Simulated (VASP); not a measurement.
Level of theory: r2SCAN meta-GGA, VASP's PBE PAW potentials (set 64) (plane waves; VASP).

Input for VASP

POSCAR:
```
Zn
1.0
  1.3239444404  -2.2014138784   0.0000000000
  1.3239444404   2.2014138784   0.0000000000
  0.0000000000   0.0000000000   4.6581489966
Zn
2
direct
  0.3333330000   0.6666670000   0.2500000000
  0.6666670000   0.3333330000   0.7500000000
```

**KPOINTS**
```
Regular mesh
0
G
14 14 8
0 0 0
```

INCAR:
```
ALGO=Normal
EDIFF=1E-7
EDIFFG=-0.01
ENCUT=480
IBRION=2
ISIF=2
ISMEAR=1
LASPH=.TRUE.
LCHARG=.FALSE.
LMAXMIX=4
LMIXTAU=.TRUE.
LREAL=.FALSE.
LWAVE=.FALSE.
METAGGA=R2SCAN
NELM=100
NSW=30
PREC=Accurate
SIGMA=0.1
SYSTEM=Zn
```

POTCAR, in this order: Zn (PBE.64 set). Program: vasp_std.

The run wrote:

File OUTCAR:
```
 ion  position               nearest neighbor table
   1  0.333  0.667  0.250-   2 2.75   2 2.75   2 2.78   2 2.78   2 2.78   2 2.78
   2  0.667  0.333  0.750-   1 2.75   1 2.75   1 2.78   1 2.78   1 2.78   1 2.78
  LATTYP: Found a base centered orthorhombic cell.
 ALAT       =     2.6478888808
 B/A-ratio  =     1.6627690794
 C/A-ratio  =     1.7591935335
 Subroutine PRICEL returns:
 Original cell was already a primitive cell.
 Subroutine GETGRP returns: Found  8 space group operations
The static configuration has the point symmetry C_2h.
 The point group associated with its full space group is D_2h.
The dynamic configuration has the point symmetry C_2h.
 Subroutine INISYM returns: Found  8 space group operations
 Subroutine IBZKPT returns following result:
 Found    285 irreducible k-points:

 Following reciprocal coordinates:
            Coordinates               Weight
  0.000000  0.000000  0.000000      1.000000
  0.071429  0.000000  0.000000      4.000000
  0.142857  0.000000  0.000000      4.000000
  0.214286  0.000000  0.000000      4.000000
  0.285714  0.000000  0.000000      4.000000
  0.357143  0.000000  0.000000      4.000000
  0.428571  0.000000  0.000000      4.000000
  0.500000  0.000000  0.000000      2.000000
  0.071429  0.071429  0.000000      2.000000
  0.142857  0.071429  0.000000      4.000000
  0.214286  0.071429  0.000000      4.000000
  0.285714  0.071429  0.000000      4.000000
  0.357143  0.071429  0.000000      4.000000
  0.428571  0.071429  0.000000      4.000000
  0.500000  0.071429  0.000000      4.000000
 -0.428571  0.071429  0.000000      4.000000
 -0.357143  0.071429  0.000000      4.000000
 -0.285714  0.071429  0.000000      4.000000
 -0.214286  0.071429  0.000000      4.000000
 -0.142857  0.071429  0.000000      4.000000
 -0.071429  0.071429  0.000000      2.000000
...
```

**OSZICAR**
```
       N       E                     dE             d eps       ncg     rms          rms(c)
DAV:   1     0.743430792139E+02    0.74343E+02   -0.12710E+04  9432   0.240E+03
DAV:   2    -0.180310119779E+02   -0.92374E+02   -0.91033E+02  9288   0.299E+02
DAV:   3    -0.207415826776E+02   -0.27106E+01   -0.27070E+01 11104   0.643E+01
DAV:   4    -0.207492398592E+02   -0.76572E-02   -0.76569E-02 10752   0.341E+00
DAV:   5    -0.207492516022E+02   -0.11743E-04   -0.11743E-04 11056   0.111E-01    0.528E+00
DAV:   6    -0.181939351594E+02    0.25553E+01   -0.27319E+00  9176   0.374E+01    0.481E+00
DAV:   7    -0.176579139958E+02    0.53602E+00   -0.26709E-01 10848   0.101E+01    0.242E+00
DAV:   8    -0.177488478037E+02   -0.90934E-01   -0.11592E-01 10160   0.397E+00    0.424E-01
DAV:   9    -0.177617242945E+02   -0.12876E-01   -0.22690E-02  9824   0.178E+00    0.156E-01
DAV:  10    -0.177615974830E+02    0.12681E-03   -0.12214E-02 11392   0.203E+00    0.969E-02
DAV:  11    -0.177604944848E+02    0.11030E-02   -0.88803E-03  9880   0.741E-01    0.828E-02
DAV:  12    -0.177607798217E+02   -0.28534E-03   -0.30082E-04 10136   0.171E-01    0.869E-02
DAV:  13    -0.177631361937E+02   -0.23564E-02   -0.90788E-04  9424   0.345E-01    0.187E-02
DAV:  14    -0.177634010119E+02   -0.26482E-03   -0.97651E-05 10704   0.100E-01    0.127E-02
DAV:  15    -0.177634095562E+02   -0.85443E-05   -0.24785E-05 10456   0.623E-02    0.724E-03
DAV:  16    -0.177634151547E+02   -0.55986E-05   -0.40417E-06  9992   0.388E-02    0.274E-03
DAV:  17    -0.177634125722E+02    0.25825E-05   -0.81789E-07 10488   0.711E-03    0.122E-03
DAV:  18    -0.177634122469E+02    0.32539E-06   -0.60560E-08  6096   0.403E-03    0.149E-03
DAV:  19    -0.177634129825E+02   -0.73561E-06   -0.98252E-08  5088   0.649E-03    0.149E-04
DAV:  20    -0.177634132254E+02   -0.24295E-06   -0.12211E-08  5008   0.102E-03    0.735E-05
DAV:  21    -0.177634132098E+02    0.15602E-07   -0.15229E-09  4904   0.322E-04
   1 F= -.17763413E+02 E0= -.17763445E+02  d E =-.177634E+02
       N       E                     dE             d eps       ncg     rms          rms(c)
DAV:   1    -0.177634240553E+02   -0.10830E-04   -0.42751E-03  9144   0.564E-01    0.126E-03
DAV:   2    -0.177634302002E+02   -0.61448E-05   -0.18104E-05 10176   0.400E-02    0.223E-03
DAV:   3    -0.177634303357E+02   -0.13552E-06   -0.19219E-07  8224   0.439E-03    0.209E-03
DAV:   4    -0.177634302982E+02    0.37492E-07   -0.10851E-08  5776   0.944E-04
   2 F= -.17763430E+02 E0= -.17763463E+02  d E =-.170884E-04
       N       E                     dE             d eps       ncg     rms          rms(c)
DAV:   1    -0.177634172641E+02    0.13072E-04   -0.38516E-02  9120   0.169E+00    0.387E-03
DAV:   2    -0.177634729127E+02   -0.55649E-04   -0.16541E-04 10120   0.121E-01    0.654E-03
DAV:   3    -0.177634745430E+02   -0.16303E-05   -0.19306E-06 10128   0.137E-02    0.589E-03
DAV:   4    -0.177634742110E+02    0.33203E-06   -0.27863E-07  9024   0.392E-03    0.423E-03
DAV:   5    -0.177634750617E+02   -0.85070E-06   -0.43431E-06 10448   0.153E-02    0.180E-03
DAV:   6    -0.177634750562E+02    0.54679E-08   -0.11632E-07  7400   0.378E-03
   3 F= -.17763475E+02 E0= -.17763509E+02  d E =-.618464E-04
```

OUTCAR:
```
------------------------ aborting loop because EDIFF is reached ----------------------------------------
  FORCE on cell =-STRESS in cart. coord.  units (eV):
  Direction    XX          YY          ZZ          XY          YZ          ZX
  --------------------------------------------------------------------------------------
  Total        0.4535148      1.7725547      0.7094080      0.0000000     -0.0000000      0.0000000
  in kB       26.7600697    104.5912613     41.8592896      0.0000000     -0.0000000      0.0000000
  external PRESSURE =      57.7368735 kB  Pullay stress =       0.0000000 kB
  volume of cell :       27.15
      direct lattice vectors                 reciprocal lattice vectors
     1.323944440 -2.201413878  0.000000000     0.377659352 -0.227126759  0.000000000
     1.323944440  2.201413878  0.000000000     0.377659352  0.227126759  0.000000000
     0.000000000  0.000000000  4.658148997     0.000000000  0.000000000  0.214677547
 POSITION                                       TOTAL-FORCE (eV/Angst)
 -----------------------------------------------------------------------------------
      1.32394      0.73643      1.16454         0.000000      0.007982     -0.000000
      1.32394     -0.73643      3.49361         0.000000     -0.007982      0.000000
 -----------------------------------------------------------------------------------
    total drift:                               -0.000000     -0.000000      0.000000
  FREE ENERGIE OF THE ION-ELECTRON SYSTEM (eV)
  ---------------------------------------------------
  free  energy   TOTEN  =       -17.7634750562 eV

  energy  without entropy=      -17.7635775420  energy(sigma->0) =      -17.76350922

 reached required accuracy - stopping structural energy minimisation
```
(Selected blocks of OUTCAR.)

### CONTCAR
```
Zn
   1.00000000000000
     1.3239444404000000   -2.2014138783999999    0.0000000000000000
     1.3239444404000000    2.2014138783999999    0.0000000000000000
     0.0000000000000000    0.0000000000000000    4.6581489965999996
  Zn
     2
Direct
     0.3327363726603399    0.6672636273396600    0.2500000000000000
     0.6672636273396600    0.3327363726603399    0.7500000000000000
```

The compound is Zn in the hcp structure. This cell was strained or had an atom moved on purpose. Symmetry was kept, so distortions that lower it aren't found.
